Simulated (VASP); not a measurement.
# NbI2N (P-4m2) in VASP: single point with PBE

Aim: the single point of NbI2N with PBE.

Everything below comes from runs of VASP 6.6.1. Logs are shortened: lines on timing, memory, paths and dates and some standing lists are left out, and cuts for length are marked.

**1. The cell of the first run**

It takes space group P-4m2 (No. 115, tetragonal). Conventional cell: a = 3.619 Å, b = 3.619 Å, c = 7.457 Å, α = 90.00°, β = 90.00°, γ = 90.00°. Nb (site symmetry -4m2) has 4 I at 2.70 Å as nearest neighbours. I (site symmetry 2mm) is surrounded by 2 N at 2.50 Å and 2 Nb at 2.70 Å. Around N (site symmetry -4m2) lie 4 I at 2.50 Å.

The cell was built by a generator and needn't be a form met in nature.

**2. Single point, PBE (species swapped into the InGaAs2 type (P-4m2, No. 115))**

INCAR

```
SYSTEM = NbI2N
PREC     = Accurate       ! precision mode
ENCUT    = 520            ! plane-wave cutoff, eV
EDIFF    = 1E-7           ! SCF threshold, eV
ISMEAR   = 0              ! smearing method
SIGMA    = 0.1            ! smearing width, eV
LREAL    = .FALSE.        ! projectors in reciprocal space
LASPH    = .TRUE.         ! aspherical terms in the spheres
NELM     = 100            ! most SCF steps
ALGO     = Fast           ! electronic algorithm
ISIF     = 2              ! what is computed and relaxed
LWAVE    = .FALSE.        ! write WAVECAR
LCHARG   = .TRUE.         ! write CHGCAR
GGA      = PE             ! functional
LELF     = .TRUE.         ! ELF
LVHAR    = .TRUE.       
NBANDS   = 24             ! bands
```

KPOINTS

```
Automatic mesh
0
G
  12 12 6
  0 0 0
```

POSCAR

```
NbI2N
1.0
    3.6186376848      0.0000000000      0.0000000000
    0.0000000000      3.6186376848      0.0000000000
    0.0000000000      0.0000000000      7.4566480527
Nb I N
1 2 1
Direct
    0.5000000000      0.5000000000      0.0000000000
    0.5000000000      0.0000000000      0.7305137725
    0.0000000000      0.5000000000      0.2694862275
    0.0000000000      0.0000000000      0.5000000000
```

Potentials or basis: VASP PAW PBE potentials, release 64 (Nb_sv, I, N).

On the command line:

```console
$ cat potpaw_PBE.64/Nb_sv/POTCAR potpaw_PBE.64/I/POTCAR potpaw_PBE.64/N/POTCAR > POTCAR
$ mpirun -np 1 vasp_std > vasp.out
```

OUTCAR:

```text
SYSTEM = NbI2N
   PREC = Accurate
   ENCUT = 520
   EDIFF = 1E-7
   ISMEAR = 0
   LREAL = .FALSE.
   LASPH = .TRUE.
   NELM = 100
   ISIF = 2
   GGA = PE

 ion  position               nearest neighbor table
   1  0.500  0.500  0.000-   2 2.70   3 2.70   2 2.70   3 2.70
   2  0.500  0.000  0.731-   4 2.50   4 2.50   1 2.70   1 2.70
   3  0.000  0.500  0.269-   4 2.50   4 2.50   1 2.70   1 2.70
   4  0.000  0.000  0.500-   2 2.50   3 2.50   3 2.50   2 2.50

  LATTYP: Found a simple tetragonal cell.
 ALAT       =     3.6186376848
 C/A-ratio  =     2.0606230030

  Lattice vectors:

 A1 = (   3.6186376848,   0.0000000000,   0.0000000000)
 A2 = (   0.0000000000,   3.6186376848,   0.0000000000)
 A3 = (   0.0000000000,   0.0000000000,   7.4566480527)

Analysis of symmetry for initial positions (statically):
=====================================================================
 Subroutine PRICEL returns:
 Original cell was already a primitive cell.

 Routine SETGRP: Setting up the symmetry group for a
 simple tetragonal supercell.

 Subroutine GETGRP returns: Found  8 space group operations
 (whereof  8 operations were pure point group operations)
 out of a pool of 16 trial point group operations.

The static configuration has the point symmetry D_2d.

Analysis of symmetry for dynamics (positions and initial velocities):
=====================================================================
 Subroutine PRICEL returns:
 Original cell was already a primitive cell.

 Routine SETGRP: Setting up the symmetry group for a
 simple tetragonal supercell.

 Subroutine GETGRP returns: Found  8 space group operations
 (whereof  8 operations were pure point group operations)
 out of a pool of 16 trial point group operations.

The dynamic configuration has the point symmetry D_2d.

 Subroutine INISYM returns: Found  8 space group operations
 (whereof  8 operations are pure point group operations),
 and found     1 'primitive' translations

----------------------------------------------------------------------------------------

                                     Primitive cell

  volume of cell :      97.6414

  direct lattice vectors                    reciprocal lattice vectors
     3.618637685  0.000000000  0.000000000     0.276347092  0.000000000  0.000000000
     0.000000000  3.618637685  0.000000000     0.000000000  0.276347092  0.000000000
     0.000000000  0.000000000  7.456648053     0.000000000  0.000000000  0.134108515

  length of vectors
     3.618637685  3.618637685  7.456648053     0.276347092  0.276347092  0.134108515

  position of ions in fractional coordinates (direct lattice)
     0.500000000  0.500000000  0.000000000
     0.500000000  0.000000000  0.730513772
     0.000000000  0.500000000  0.269486228
     0.000000000  0.000000000  0.500000000

  ion indices of the primitive-cell ions
   primitive index   ion index
                 1           1
                 2           2
                 3           3
                 4           4

----------------------------------------------------------------------------------------

 KPOINTS: Automatic mesh

Automatic generation of k-mesh.
 Grid dimensions read from file:
 generate k-points for:   12   12    6

 Generating k-lattice:

  Cartesian coordinates                     Fractional coordinates (reciprocal lattice)
     0.023028924  0.000000000  0.000000000     0.083333333  0.000000000  0.000000000
     0.000000000  0.023028924  0.000000000     0.000000000  0.083333333  0.000000000
     0.000000000  0.000000000  0.022351419     0.000000000  0.000000000  0.166666667

  Length of vectors
     0.023028924  0.023028924  0.022351419

  Shift w.r.t. Gamma in fractional coordinates (k-lattice)
     0.000000000  0.000000000  0.000000000

 Subroutine IBZKPT returns following result:
 ===========================================

 Found    112 irreducible k-points:

 Following reciprocal coordinates:
            Coordinates               Weight
  0.000000  0.000000  0.000000      1.000000
  0.083333  0.000000  0.000000      4.000000
  0.166667  0.000000  0.000000      4.000000
  0.250000  0.000000  0.000000      4.000000
  0.333333  0.000000  0.000000      4.000000
  0.416667  0.000000  0.000000      4.000000
[... 16 lines left out ...]
  0.333333  0.333333  0.000000      4.000000
  0.416667  0.333333  0.000000      8.000000
 [... further k-points ...]
   k-points           NKPTS =    112   k-points in BZ     NKDIM =    112   number of bands    NBANDS=     24
   number of dos      NEDOS =    301   number of ions     NIONS =      4
   total plane-waves  NPLWV =  43904
   dimension x,y,z NGX =    28 NGY =   28 NGZ =   56
   dimension x,y,z NGXF=    56 NGYF=   56 NGZF=  112
   ions per type =               1   2   1
   NGX,Y,Z   is equivalent  to a cutoff of  12.86, 12.86, 12.49 a.u.
   NGXF,Y,Z  is equivalent  to a cutoff of  25.73, 25.73, 24.97 a.u.
 SYSTEM =  NbI2N
   PREC   = accura    normal or accurate (medium, high low for compatibility)
   ISTART =      0    job   : 0-new  1-cont  2-samecut
   ICHARG =      2    charge: 1-file 2-atom 10-const
   ISPIN  =      1    spin polarized calculation?
   LNONCOLLINEAR =      F non collinear calculations
   LSORBIT =      F    spin-orbit coupling
   LASPH  =      T    aspherical Exc in radial PAW
   ENCUT  =  520.0 eV  38.22 Ry    6.18 a.u.   6.73  6.73 13.86*2*pi/ulx,y,z
   NELM   =    100;   NELMIN=  2; NELMDL= -5     # of ELM steps
   EDIFF  = 0.1E-06   stopping-criterion for ELM
   LREAL  =      F    real-space projection
   EDIFFG = 0.1E-05   stopping-criterion for IOM
   NSW    =      0    number of steps for IOM
   IBRION =     -1    ionic relax: 0-MD 1-quasi-New 2-CG
   NFREE  =      0    steps in history (QN), initial steepest desc. (CG)
   ISIF   =      2    stress and relaxation
   ISYM   =      2    0-nonsym 1-usesym 2-fastsym
   POTIM  = 0.5000    time-step for ionic-motion
   TEBEG  =    0.0;   TEEND  =   0.0 temperature during run
   PSTRESS=    0.0 pullay stress
   NELECT =      32.0000    total number of electrons
   NUPDOWN=      -1.0000    fix difference up-down
   EMIN   =  10.00;   EMAX   =-10.00  energy-range for DOS
   EFERMI =   0.00;   METHOD = LEGACY
   ISMEAR =     0;   SIGMA  =   0.10  broadening in eV -4-tet -1-fermi 0-gaus
   EFERMI_NEDOS =   21; number of points for ismear=-14 and -15
   IALGO  =     68    algorithm
   IMIX   =      4    mixing-type and parameters
     AMIX     =   0.40;   BMIX     =  1.00
     AMIX_MAG =   1.60;   BMIX_MAG =  1.00
  volume/ion in A,a.u.               =      24.41       164.73
  Fermi-wavevector in a.u.,A,eV,Ry     =   1.128704  2.132942 17.333463  1.273974
  Thomas-Fermi vector in A             =   2.265395
   LORBIT       =      0    0 simple, 1 ext, 2 COOP (PROOUT), +10 PAW based schemes
   GGA     = PE    functional components
   LHFCALC =     F    Hartree Fock is set to
   AEXX    =    0.0000 exact exchange contribution
   IVDW    =     0    specifies the selected vdW correction
   LEPSILON=     F    determine dielectric tensor
   LRPA    =     F    only Hartree local field effects (RPA)
 non-spin polarized calculation
 RMM-DIIS sequential band-by-band and
 Gauss-broadening in eV      SIGMA  =   0.10
  energy-cutoff  :      520.00
  volume of cell :       97.64
 maximum number of plane-waves:      2664
 NGX is ok and might be reduce to    28
   NGX = 13   NGY = 13   NGZ = 27

 number of electron      31.9999999 magnetization

 Free energy of the ion-electron system (eV)
  ---------------------------------------------------
  ext. energy  EPLUGINS =         0.00000000
  ---------------------------------------------------
  free energy    TOTEN  =       -16.31545187 eV

  energy without entropy =      -16.29972691  energy(sigma->0) =      -16.30758939

 E-fermi :   6.8503     XC(G=0):  -9.8140

 val. band max:        6.8406893193   @ k =   0.2500   0.2500   0.3333
 cond. band min:       6.8527680111   @ k =   0.4167   0.4167   0.0000
 fundamental gap:      0.0120786918
 Fermi energy:         6.8502590704

 k-point     1 :       0.0000    0.0000    0.0000
  band No.  band energies     occupation
      1     -48.4993      2.00000
      2     -24.7335      2.00000
      3     -24.4950      2.00000
      4     -24.4950      2.00000
      5      -9.0468      2.00000
      6      -7.6536      2.00000
[... 16 lines left out ...]
     23      11.9959      0.00000
     24      12.3130      0.00000

 k-point     2 :       0.0833    0.0000    0.0000
  band No.  band energies     occupation
      1     -48.4990      2.00000
      2     -24.7322      2.00000
      3     -24.5021      2.00000
      4     -24.4945      2.00000
      5      -9.0006      2.00000
      6      -7.6269      2.00000
[... 16 lines left out ...]
     23      12.2688      0.00000
     24      12.5446      0.00000

 k-point     3 :       0.1667    0.0000    0.0000
  band No.  band energies     occupation
      1     -48.4979      2.00000
      2     -24.7288      2.00000
      3     -24.5214      2.00000
      4     -24.4931      2.00000
      5      -8.8671      2.00000
      6      -7.5539      2.00000
[... 16 lines left out ...]
     23      12.8930      0.00000
     24      13.1922      0.00000
[... 514 lines left out ...]
 k-point    23 :       0.3333    0.3333    0.0000
  band No.  band energies     occupation
      1     -48.4908      2.00000
      2     -24.7052      2.00000
      3     -24.5678      2.00000
      4     -24.5663      2.00000
      5      -7.7418      2.00000
      6      -7.0146      2.00000
[... 16 lines left out ...]
     23      12.5217      0.00000
     24      12.6741      0.00000

 k-point    24 :       0.4167    0.3333    0.0000
  band No.  band energies     occupation
      1     -48.4898      2.00000
      2     -24.7016      2.00000
      3     -24.5861      2.00000
      4     -24.5654      2.00000
      5      -7.4823      2.00000
      6      -6.9410      2.00000
[... 16 lines left out ...]
     23      12.5303      0.00000
     24      12.7102      0.00000

 [... further k-points ...]

------------------------ aborting loop because EDIFF is reached ----------------------------------------

  FORCE on cell =-STRESS in cart. coord.  units (eV):
  Direction    XX          YY          ZZ          XY          YZ          ZX
  --------------------------------------------------------------------------------------
  -------------------------------------------------------------------------------------
  Total       -0.0740687     -0.0740687     -0.1805083      0.0000000     -0.0000000      0.0000000
  in kB       -1.2153776     -1.2153776     -2.9619245      0.0000000     -0.0000000      0.0000000
  external PRESSURE =      -1.7975599 kB  Pullay stress =       0.0000000 kB

 VOLUME and BASIS-vectors are now :
 -----------------------------------------------------------------------------
  energy-cutoff  :      520.00
  volume of cell :       97.64
      direct lattice vectors                 reciprocal lattice vectors
     3.618637685  0.000000000  0.000000000     0.276347092  0.000000000  0.000000000
     0.000000000  3.618637685  0.000000000     0.000000000  0.276347092  0.000000000
     0.000000000  0.000000000  7.456648053     0.000000000  0.000000000  0.134108515

 POSITION                                       TOTAL-FORCE (eV/Angst)
 -----------------------------------------------------------------------------------
      1.80932      1.80932      0.00000         0.000000      0.000000      0.000000
      1.80932      0.00000      5.44718         0.000000     -0.000000      0.003150
      0.00000      1.80932      2.00946         0.000000     -0.000000     -0.003150
      0.00000      0.00000      3.72832         0.000000     -0.000000      0.000000
 -----------------------------------------------------------------------------------
    total drift:                                0.000000      0.000000      0.000000

  FREE ENERGIE OF THE ION-ELECTRON SYSTEM (eV)
  ---------------------------------------------------
  free  energy   TOTEN  =       -16.3154518670 eV

  energy  without entropy=      -16.2997269142  energy(sigma->0) =      -16.30758939
```

Run time: 7.2 min. Hardware: 1 thread of Intel Xeon Platinum 8488C (Sapphire Rapids), shared host; peak memory 0.39 GiB.

What came out:

```
Free energy            : -16.3155 eV
Pressure               : -0.2 GPa
Largest force          : 0.003 eV/Å
Band gap on the k mesh : none (metal or under the smearing width)
```

Forces on the atoms (eV/Å):
```
Nb   0.000  0.000  0.000
I    0.000  0.000  0.003
I    0.000  0.000 -0.003
N    0.000  0.000  0.000
```

Stress tensor (GPa, compression positive):
```
-0.12  0.00  0.00
 0.00 -0.12  0.00
 0.00  0.00 -0.30
```

Levels at points of the mesh, in eV from the Fermi level:
```csv
k point,band 14,band 15,band 16,band 17,band 18,band 19
"(0.00, 0.00, 0.00)",-1.03,-0.93,0.21,0.42,0.42,1.26
"(0.50, 0.00, 0.00)",-1.47,-0.56,-0.30,1.34,1.43,1.74
"(0.50, 0.50, 0.00)",-0.13,-0.13,0.14,0.14,0.28,0.73
"(0.00, 0.00, 0.50)",-1.80,-0.49,-0.45,-0.45,0.21,1.26
"(0.50, 0.00, 0.50)",-1.23,-0.69,-0.39,0.45,1.56,1.80
"(0.50, 0.50, 0.50)",-1.79,-0.90,-0.90,1.09,1.09,1.83
```

The run has no spin-orbit coupling, so splittings on I are missing.
